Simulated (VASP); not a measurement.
Input for VASP

### POSCAR
```
Zr
1.0
  1.6150000000  -2.7972620000   0.0000000000
  1.6150000000   2.7972620000   0.0000000000
  0.0000000000   0.0000000000   5.1500000000
Zr
2
Cart
  1.6150000000   0.9324225315   1.2875000000
  1.6150000000  -0.9324225315   3.8625000000
```

**INCAR**
```
# general
SYSTEM =Zr
PREC   =Accurate
ENCUT  =400
LREAL  =.False.
LASPH  =.True.

# electronic loop
EDIFF  =1E-6
NELM   =100
ALGO   =Normal
LMAXMIX=4
LMIXTAU=.True.

# smearing
ISMEAR =1
SIGMA  =0.1

# functional
METAGGA=R2SCAN

# ions
IBRION =2
NSW    =60
ISIF   =3
EDIFFG =-0.01

# output
LWAVE  =.False.
LCHARG =.False.
```

### KPOINTS
```
kpoints
0
G
 12 12 7
0 0 0
```

POTCAR, in this order: Zr_sv (PBE.64 set). Program: vasp_std.

Question: Translate this r2SCAN calculation to Ansatz.

Answer: One equivalent input (not run):
Ansatz 0.2 input:
```yaml
crystal:
  lattice:
    - [1.6150000, -2.7972620, 0.0000000]
    - [1.6150000, 2.7972620, 0.0000000]
    - [0.0000000, 0.0000000, 5.1500000]
  atoms:
    - { symbol: Zr, position: [0.3333330, 0.6666670, 0.2500000] }
    - { symbol: Zr, position: [0.6666670, 0.3333330, 0.7500000] }
kpoints:
  mp_grid: { grid: [12, 12, 7] }
hamiltonian:
  xc: r2scan
  pseudopotentials: { kind: paw }
scf:
  occupations: { method: methfessel_paxton, width: 0.1 }
  max_iter: 100
relax:
  max_steps: 60
  f_tol: 0.01
  cell: {}
output: { forces: true, stress: true, eigenvalues: true }
```
Limits of the translation: each code has its own PAW files, so the cut-off isn't converted (ENCUT is set for VASP's; basis.ecutwfc is left out, and Ansatz then takes the one that its files recommend); Ansatz stops its SCF on the density residual and VASP on the energy change (EDIFF).

The compound is Zr in the hcp structure. This run relaxes it. Symmetry was kept, so distortions that lower it aren't found.
